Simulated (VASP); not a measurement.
Given:

```xyz
5
Lattice="1.9641 -3.4018 0.0000 1.9641 3.4018 0.0000 0.0000 0.0000 6.0934" Properties=species:S:1:pos:R:3 pbc="T T T"
La     1.9641     1.1339     1.4950
La     1.9641    -1.1339     4.5984
O      0.0000     0.0000     0.0000
O      1.9641     1.1339     3.9371
O      1.9641    -1.1339     2.1563
```

These are rev-vdW-DF2, VASP's PBE PAW potentials (set 64) (plane waves; VASP) values and carry that method's errors. Run with 520 eV cut-off, 6×6×4 Γ-centred mesh, Gaussian smearing of 0.050 eV, potentials La O.

Task: Estimate the energy per atom (σ→0), band gap (on the k-mesh) with the smallest direct gap where there is one.

Result: 
```
Property                                     Result
-----------------------------------  --------------
band gap (on the k-mesh)                    3.81 eV
smallest direct gap (on the k-mesh)         3.90 eV
energy per atom (σ→0)                -6870 meV/atom
```

The absolute energy has meaning only against runs of the same code, potentials and settings.

The compound is La2O3 in the a-type structure. It was relaxed first. The start is the result of an earlier pass.
